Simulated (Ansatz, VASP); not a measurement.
# B7Sb2P5H6 (h-BP hexagonal flake, H-capped, Sb on P sites) in two plane-wave programs

One calculation is typed for both programs; each brings its own data sets. How far apart do they land? Of the first pair: The structure shown is the start of the Ansatz relaxation below; VASP solves that cell, so the two are compared at the walk's first step.

Calculated with Ansatz 0.2.0; plane waves, with VASP 6.6.1 beside it; single point at PBE.

## Step 1: The structure

The cell holds 60 atoms: 15 P, 21 B, 6 Sb and 18 H. Cell: a = 27.436 Å, b = 25.300 Å, c = 10.000 Å, α = 90.0°, β = 90.0°, γ = 90.0°. It derives from BP (h-BP). H-BP (a = 3.21 A), rectangular cell with x along the armchair direction; hexagon of inner radius 7.5 A, edges capped with H, 6 of 21 P replaced by Sb at random; (so at first; earlier steps may have moved the atoms), displaced by a Gaussian of 0.02 A. Vacuum lies along a, b and c.

## Step 2: Ansatz: relaxation, PBE

Ansatz runs on its default PAW (the set named soft_2) files.

The two programs are compared at the cell with which this relaxation starts, whose forces are those of its first step.

Contents of input.yaml:

```yaml
crystal:
  lattice:
    - [27.43635, 0.0, 0.0]
    - [0.0, 25.29951, 0.0]
    - [0.0, 0.0, 10.0]
  atoms:
    - { symbol: P, position: [0.26018, 0.4359, 0.5002] }
    - { symbol: B, position: [0.22412, 0.50008, 0.49982] }
    - { symbol: P, position: [0.25983, 0.56509, 0.5007] }
    - { symbol: B, position: [0.32683, 0.31102, 0.49958] }
    - { symbol: Sb, position: [0.36035, 0.24524, 0.49955], spin: 0.6 }
    - { symbol: B, position: [0.42849, 0.2467, 0.50004] }
    - { symbol: Sb, position: [0.46245, 0.30905, 0.50246] }
    - { symbol: B, position: [0.32748, 0.43438, 0.49891] }
    - { symbol: Sb, position: [0.3608, 0.37454, 0.50203] }
    - { symbol: B, position: [0.42835, 0.3735, 0.5035] }
    - { symbol: P, position: [0.46079, 0.43589, 0.50015] }
    - { symbol: B, position: [0.32726, 0.5638, 0.50071] }
    - { symbol: P, position: [0.36076, 0.50079, 0.50077] }
    - { symbol: B, position: [0.42803, 0.50077, 0.50179] }
    - { symbol: P, position: [0.46239, 0.56242, 0.50018] }
    - { symbol: B, position: [0.32706, 0.68983, 0.50425] }
    - { symbol: P, position: [0.36047, 0.62696, 0.50099] }
    - { symbol: B, position: [0.42902, 0.62509, 0.50284] }
    - { symbol: P, position: [0.46182, 0.69169, 0.49752] }
    - { symbol: P, position: [0.35973, 0.75428, 0.5014] }
    - { symbol: B, position: [0.42768, 0.7542, 0.49879] }
    - { symbol: B, position: [0.52864, 0.30989, 0.49759] }
    - { symbol: P, position: [0.5631, 0.24666, 0.50369] }
    - { symbol: B, position: [0.63172, 0.24569, 0.49968] }
    - { symbol: P, position: [0.66436, 0.30965, 0.50117] }
    - { symbol: B, position: [0.52967, 0.43639, 0.49932] }
    - { symbol: P, position: [0.56247, 0.37271, 0.49971] }
    - { symbol: B, position: [0.63085, 0.37191, 0.49835] }
    - { symbol: P, position: [0.66434, 0.43774, 0.50052] }
    - { symbol: B, position: [0.53138, 0.56344, 0.49765] }
    - { symbol: Sb, position: [0.56282, 0.49958, 0.49973] }
    - { symbol: B, position: [0.63107, 0.50018, 0.50085] }
    - { symbol: P, position: [0.66475, 0.5642, 0.50125] }
    - { symbol: B, position: [0.52884, 0.69102, 0.49971] }
    - { symbol: Sb, position: [0.5635, 0.62888, 0.50079] }
    - { symbol: B, position: [0.63282, 0.62496, 0.49557] }
    - { symbol: P, position: [0.66363, 0.6908, 0.502] }
    - { symbol: Sb, position: [0.56254, 0.75501, 0.50329], spin: 0.6 }
    - { symbol: B, position: [0.63093, 0.75334, 0.49997] }
    - { symbol: B, position: [0.73169, 0.43703, 0.50223] }
    - { symbol: B, position: [0.73238, 0.56309, 0.49835] }
    - { symbol: P, position: [0.76642, 0.49996, 0.50164] }
    - { symbol: H, position: [0.23293, 0.38595, 0.49875] }
    - { symbol: H, position: [0.18197, 0.49979, 0.50026] }
    - { symbol: H, position: [0.23296, 0.6132, 0.50013] }
    - { symbol: H, position: [0.2841, 0.31093, 0.49864] }
    - { symbol: H, position: [0.33398, 0.19641, 0.4984] }
    - { symbol: H, position: [0.45026, 0.2042, 0.50446] }
    - { symbol: H, position: [0.28411, 0.68903, 0.49747] }
    - { symbol: H, position: [0.33448, 0.80108, 0.49617] }
    - { symbol: H, position: [0.45094, 0.79525, 0.49552] }
    - { symbol: H, position: [0.53735, 0.19716, 0.49985] }
    - { symbol: H, position: [0.65464, 0.20509, 0.50018] }
    - { symbol: H, position: [0.7164, 0.30886, 0.50173] }
    - { symbol: H, position: [0.71732, 0.69067, 0.4994] }
    - { symbol: H, position: [0.53803, 0.80356, 0.50208] }
    - { symbol: H, position: [0.65261, 0.79424, 0.50021] }
    - { symbol: H, position: [0.75359, 0.39641, 0.49973] }
    - { symbol: H, position: [0.75296, 0.60486, 0.49804] }
    - { symbol: H, position: [0.81726, 0.50011, 0.50249] }
magnetization:
  spin_polarized: true
kpoints:
  mp_grid: { grid: [1, 1, 1] }
hamiltonian:
  xc: pbe
scf:
  occupations: { method: fermi_dirac, width: 0.05 }
  lower_state_search: "off"
output:
  forces: true
relax:
  f_tol: 0.05
  max_steps: 76
```

Run with:

```bash
ansatz run input.yaml --threads 4 --pin off --max-ram 8192MiB --backend cpu --events-out ev --progress --plain --runs-dir out
```

Numbers of over 12 decimals in the logs are rounded to 6 here.

What it wrote:

```text
Engine: ansatz 0.2.0, aarch64-unknown-linux-gnu
Pseudopotentials: kind: paw
Pseudopotential: P, paw, valence charge 5, recommended cutoff 420 eV (normal), P.paw.azcp
Pseudopotential: B, paw, valence charge 3, recommended cutoff 420 eV (normal), B.paw.azcp
Pseudopotential: Sb, paw, valence charge 15, recommended cutoff 420 eV (normal), Sb.paw.azcp
Pseudopotential: H, paw, valence charge 1, recommended cutoff 420 eV (normal), H.paw.azcp
Functional definition: PBE
  parameter kappa = 0.804
  parameter beta = 0.066725
  exchange = pbe_x(kappa = kappa, mu = beta*pi^2/3)
  correlation = pbe_c(beta = beta)
Crystal: 60 atoms, lattice volume = 6941.262 Å³
Basis set: ecut = 420 eV, 135723 PW (Γ), exchange–correlation on 384×360×144 points (8 copies of the dense FFT grid, shifted against one another)
Bands: 184, of which v1, the nominal top of the filled ones, is band 123 counted from 1 (122 counted from 0)
Symmetry: 1 space group operations
Space group: P1 (ITA 1), of the structure as read, at distance tolerance 1.9e-4 Å
Magnetic group: BNS 1.1 (UNI 1), of the structure as read, at distance tolerance 1.9e-4 Å
k-points: 1
Non-local potential: P, projectors of the file, l = 0: 2, l = 1: 2, l = 2: 2
Non-local potential: B, projectors of the file, l = 0: 2, l = 1: 2, l = 2: 1
Non-local potential: Sb, projectors of the file, l = 0: 2, l = 1: 2, l = 2: 2, l = 3: 2
Non-local potential: H, projectors of the file, l = 0: 2, l = 1: 1
PAW form: soft (Blöchl's): semilocal exchange-correlation on the pseudo side does not see the compensation charge
PAW one-centre angular grid: P, 110 points (default); XC on 64 Gauss nodes
PAW one-centre angular grid: B, 110 points (default); XC on 64 Gauss nodes
PAW one-centre angular grid: Sb, 590 points (default); XC on 64 Gauss nodes
PAW one-centre angular grid: H, 110 points (default); XC on 64 Gauss nodes
Initial density: superposition of atomic densities (neutral atoms: chi_scale 0, normalization atom)
Starting moments: Σ|m| = 1.2 μB on 2 of 60 sites
Initial wavefunctions: pseudopotential atomic-orbital guess
Functional: x = pbe(κ = 0.804, μ = 0.219515), c = pbe(β = 0.066725)
SCF iter   1: F=—  HF=-53807.360597 eV  |F-HF|=—  |Δ(HF+E_count)|=         —  Δρ=1.69e-2 (↑1.69e-2 ↓1.69e-2)  dr2=1.11e2  dr2_m=5.53e-1  M=0.000 μB ∫|m|=0.114 μB  β_m=0.30  ethr=3.10e-3  ⟨swp⟩=7.0  Hψ=1890  notcnv=0  defer=72
preconditioner: auto → Resta (q_TF=auto, 1.564 Å⁻¹)  ε∞=1.3  [insulator: Δε(μ)=1.252 eV  Ē_g=10.345 eV  σ=0.050 eV  W_gap=1.00  n_scr=464 (ndim 8)  ℏωp=5.9 eV  f_vac=0.783  D(μ)=0.00/eV (n_scr^D=0)  ε∞_Penn≈1.3  vacuum switching on, ρ_ref=7.8e-3 e/Å³]
spin=Collinear: Resta preconditioning applied to the charge; magnetization (m = ρ↑ − ρ↓) channel mixes plain (no charge-response kernel on spin).
SCF iter   2: F=—  HF=-53779.165777 eV  |F-HF|=—  |Δ(HF+E_count)|=    2.82e1  Δρ=8.76e-3 (↑8.64e-3 ↓8.76e-3)  dr2=1.96e1  dr2_m=2.75e-1  M=0.000 μB ∫|m|=0.094 μB  β_m=0.30  ethr=3.10e-3  ⟨swp⟩=4.0  Hψ=728  notcnv=0  defer=104
SCF iter   3: F=—  HF=-53773.821048 eV  |F-HF|=—  |Δ(HF+E_count)|=    5.34e0  Δρ=4.66e-3 (↑4.56e-3 ↓4.66e-3)  dr2=4.41e0  dr2_m=1.37e-1  M=0.000 μB ∫|m|=0.073 μB  β_m=0.30  ethr=3.10e-3  ⟨swp⟩=5.0  Hψ=914  notcnv=0  defer=104
SCF iter   4: F=—  HF=-53772.692176 eV  |F-HF|=—  |Δ(HF+E_count)|=    1.13e0  Δρ=2.05e-3 (↑2.02e-3 ↓2.05e-3)  dr2=6.87e-1  dr2_m=6.79e-2  M=0.000 μB ∫|m|=0.056 μB  β_m=0.30  ethr=1.79e-3  ⟨swp⟩=3.0  Hψ=396  notcnv=0  defer=104
SCF iter   5: F=—  HF=-53772.603888 eV  |F-HF|=—  |Δ(HF+E_count)|=   8.83e-2  Δρ=9.88e-4 (↑9.88e-4 ↓9.49e-4)  dr2=9.10e-2  dr2_m=3.38e-2  M=0.000 μB ∫|m|=0.045 μB  β_m=0.30  ethr=2.79e-4  ⟨swp⟩=3.0  Hψ=568  notcnv=0  defer=104
SCF iter   6: F=—  HF=-53772.603870 eV  |F-HF|=—  |Δ(HF+E_count)|=   1.85e-5  Δρ=6.06e-4 (↑6.06e-4 ↓5.94e-4)  dr2=2.05e-2  dr2_m=1.68e-2  M=0.000 μB ∫|m|=0.037 μB  β_m=0.30  ethr=3.70e-5  ⟨swp⟩=3.0  Hψ=496  notcnv=0  defer=104
Mixer restart at iter 6: flushing history
spin-set hold released at iteration 6 (site moments contracting): the magnetisation degrees of freedom join the quasi-Newton model from the next iteration; the mixer history was flushed
SCF iter   7: F=—  HF=-53772.605441 eV  |F-HF|=—  |Δ(HF+E_count)|=   1.57e-3  Δρ=4.22e-4 (↑4.22e-4 ↓4.21e-4)  dr2=8.49e-3  dr2_m=8.36e-3  M=0.000 μB ∫|m|=0.031 μB  β_m=0.56  ethr=8.35e-6  ⟨swp⟩=2.0  Hψ=318  notcnv=0  defer=104
SCF iter   8: F=—  HF=-53772.614897 eV  |F-HF|=—  |Δ(HF+E_count)|=   9.46e-3  Δρ=1.58e-4 (↑1.46e-4 ↓1.58e-4)  dr2=4.06e-2  dr2_m=4.11e-4  M=-0.000 μB ∫|m|=0.016 μB  β_m=0.42  ethr=3.45e-6  ⟨swp⟩=2.0  Hψ=574  notcnv=0  defer=104
SCF iter   9: F=—  HF=-53772.608356 eV  |F-HF|=—  |Δ(HF+E_count)|=   6.54e-3  Δρ=2.46e-5 (↑2.46e-5 ↓2.41e-5)  dr2=1.44e-4  dr2_m=1.22e-5  M=-0.000 μB ∫|m|=0.012 μB  β_m=0.51  ethr=3.45e-6  ⟨swp⟩=2.5  Hψ=405  notcnv=0  defer=104
[...]
E_kinetic    = 3515.429745
  E_local      = -79617.389936  (includes V_loc(G=0)·N_el)
  E_nonlocal   = 2981.270220
  E_hartree    = 37571.748893
  E_xc         = -2557.014896
  E_vxc        = -2451.894921  (∫ρ·V_xc dr)
  E_paw        = -37669.469426  (= ΣΔE_a)
  E_vpaw       = -3175.965359  (= ΣTr[D̂ρ^β])
  E_aug_tail   = -0.022575  (compensation charges beyond the density's cutoff)
  E_ewald      = 21985.269509
  E_smearing   = -0.000001  (= −TS)
  E_closure    = -0.000000  (closes the sum)
  Σ components = -53790.178466   (vs F -53790.178466, Δ=0.00e0)
--- Forces (eV/Å), atoms counted from 1 ---
  atom   1  P      0.00594347    -0.00093665     0.00455220
  atom   2  B     -0.00691744     0.00126415    -0.00359472
  atom   3  P      0.00022336    -0.00290513    -0.00024690
  atom   4  B      0.01142491     0.00208296     0.00248182
  atom   5  Sb    -0.00280505    -0.00403045     0.00138655
  atom   6  B     -0.00032468     0.00521225     0.00145276
  atom   7  Sb    -0.00694445    -0.00324419     0.00039523
  atom   8  B     -0.00265421    -0.00320341    -0.00444084
  atom   9  Sb     0.00336792    -0.00052627     0.00088379
  atom  10  B     -0.00250857    -0.00466386     0.00264593
  atom  11  P      0.00195116     0.00005854     0.00031464
  atom  12  B      0.00709963     0.00220778    -0.00152519
  atom  13  P     -0.00415067     0.00144868     0.00098391
  atom  14  B     -0.00031310     0.00286388     0.00408725
  atom  15  P      0.00081417    -0.00153973     0.00002264
  atom  16  B     -0.00015604    -0.00992185    -0.00047479
  atom  17  P      0.00000448     0.00424842     0.00035967
  atom  18  B     -0.00356048    -0.00079227    -0.00208668
  atom  19  P      0.00140269    -0.00127358     0.00062474
  atom  20  P      0.00405956     0.00310780     0.00161797
  atom  21  B     -0.00174027     0.00175506    -0.00086308
  atom  22  B     -0.00038070     0.00771998     0.00235145
  atom  23  P     -0.00203516     0.00436078     0.00163954
  atom  24  B      0.00280350     0.00449927    -0.00272391
[...]
atom  53  H     -0.00178063     0.00301924    -0.00386166
  atom  54  H      0.00148302    -0.00057332     0.00574522
  atom  55  H     -0.00267136    -0.00052625     0.00213715
  atom  56  H      0.00054718    -0.00187386     0.00106294
  atom  57  H      0.00303515     0.00455492    -0.00259030
  atom  58  H      0.00256814    -0.00078396    -0.00310111
  atom  59  H      0.00137558     0.00060117    -0.00110614
  atom  60  H      0.00178036    -0.00040054    -0.00134760
  max |Σ_I F_I| component: 3.60e-5 eV/Å
--- Relaxed structure (22 steps of the walk, 22 accepted, 0 SCFs on fresh bases) ---
  F+E_penalty+E_count = -53790.17846601 eV   max|allowed force component| = 1.143e-2 eV/Å
  atoms:
    - { symbol: P, position: [0.251774, 0.445665, 0.473217] }
    - { symbol: B, position: [0.219370, 0.509114, 0.466437] }
    - { symbol: P, position: [0.258979, 0.566768, 0.442984] }
    - { symbol: B, position: [0.313853, 0.298287, 0.507053] }
    - { symbol: Sb, position: [0.347656, 0.221092, 0.538101] }
    - { symbol: B, position: [0.426547, 0.228751, 0.514537] }
    - { symbol: Sb, position: [0.463810, 0.296225, 0.601093] }
    - { symbol: B, position: [0.316602, 0.441197, 0.516087] }
    - { symbol: Sb, position: [0.346555, 0.367798, 0.598524] }
    - { symbol: B, position: [0.425204, 0.370398, 0.565754] }
    - { symbol: P, position: [0.458491, 0.432864, 0.535338] }
    - { symbol: B, position: [0.324683, 0.566064, 0.485794] }
    - { symbol: P, position: [0.355921, 0.500846, 0.505371] }
    - { symbol: B, position: [0.424132, 0.498335, 0.521970] }
    - { symbol: P, position: [0.456937, 0.563346, 0.534345] }
    - { symbol: B, position: [0.323961, 0.692582, 0.479862] }
    - { symbol: P, position: [0.358194, 0.630090, 0.501388] }
    - { symbol: B, position: [0.425042, 0.629038, 0.528736] }
    - { symbol: P, position: [0.458307, 0.694229, 0.535800] }
    - { symbol: P, position: [0.358503, 0.753958, 0.489021] }
    - { symbol: B, position: [0.424237, 0.756903, 0.514982] }
    - { symbol: B, position: [0.539651, 0.302480, 0.533516] }
    - { symbol: P, position: [0.579700, 0.244598, 0.534833] }
    - { symbol: B, position: [0.642454, 0.246105, 0.473848] }
    - { symbol: P, position: [0.664894, 0.312518, 0.432043] }
    - { symbol: B, position: [0.525242, 0.429112, 0.499907] }
    - { symbol: P, position: [0.564944, 0.369296, 0.501801] }
    - { symbol: B, position: [0.632453, 0.374586, 0.471252] }
    - { symbol: P, position: [0.669424, 0.437433, 0.476575] }
    - { symbol: B, position: [0.523978, 0.564236, 0.527333] }
    - { symbol: Sb, position: [0.560687, 0.500748, 0.424310] }
    - { symbol: B, position: [0.638123, 0.501776, 0.478996] }
    - { symbol: P, position: [0.672271, 0.564725, 0.496100] }
    - { symbol: B, position: [0.525213, 0.700606, 0.557605] }
    - { symbol: Sb, position: [0.565572, 0.629179, 0.610721] }
    - { symbol: B, position: [0.639272, 0.628722, 0.522249] }
    - { symbol: P, position: [0.669258, 0.693387, 0.500435] }
    - { symbol: Sb, position: [0.566747, 0.775255, 0.576981] }
    - { symbol: B, position: [0.637899, 0.756770, 0.483386] }
    - { symbol: B, position: [0.736526, 0.434508, 0.494535] }
    - { symbol: B, position: [0.739592, 0.563012, 0.509028] }
    - { symbol: P, position: [0.768622, 0.498003, 0.497510] }
    - { symbol: H, position: [0.223632, 0.401799, 0.514140] }
    - { symbol: H, position: [0.175952, 0.512387, 0.463037] }
    - { symbol: H, position: [0.236097, 0.615944, 0.464888] }
    - { symbol: H, position: [0.272729, 0.301260, 0.467381] }
    - { symbol: H, position: [0.329601, 0.184268, 0.403017] }
    - { symbol: H, position: [0.450487, 0.191329, 0.481512] }
    - { symbol: H, position: [0.281021, 0.692686, 0.460342] }
    - { symbol: H, position: [0.332736, 0.801880, 0.474168] }
    - { symbol: H, position: [0.445543, 0.798053, 0.519747] }
    - { symbol: H, position: [0.556377, 0.194994, 0.544732] }
    - { symbol: H, position: [0.667261, 0.207632, 0.461729] }
    - { symbol: H, position: [0.716071, 0.317757, 0.426777] }
    - { symbol: H, position: [0.714322, 0.690292, 0.431852] }
    - { symbol: H, position: [0.542888, 0.814324, 0.452846] }
    - { symbol: H, position: [0.660778, 0.792721, 0.437230] }
    - { symbol: H, position: [0.758667, 0.393928, 0.501361] }
    - { symbol: H, position: [0.763084, 0.602272, 0.525253] }
    - { symbol: H, position: [0.819172, 0.496021, 0.523377] }
```

The column dr2 measures how far the density is from self-consistency, as an energy; F and HF (Harris–Foulkes) agree once it is small.

(Continued in part 2 of 2.)

[Lines on the potential files, build, host, timing and source positions are cut from VASP's logs without a mark.]

[Logs are printed without paths, hosts, clocks, repeated set-up lines and the standing remarks that a program may print on its own settings, such as how far it seeks lower states.]

[Hosts, paths, dates, database ids (printed as entryN), source tags and the programs' standing remarks are cut or masked in the printed files.]
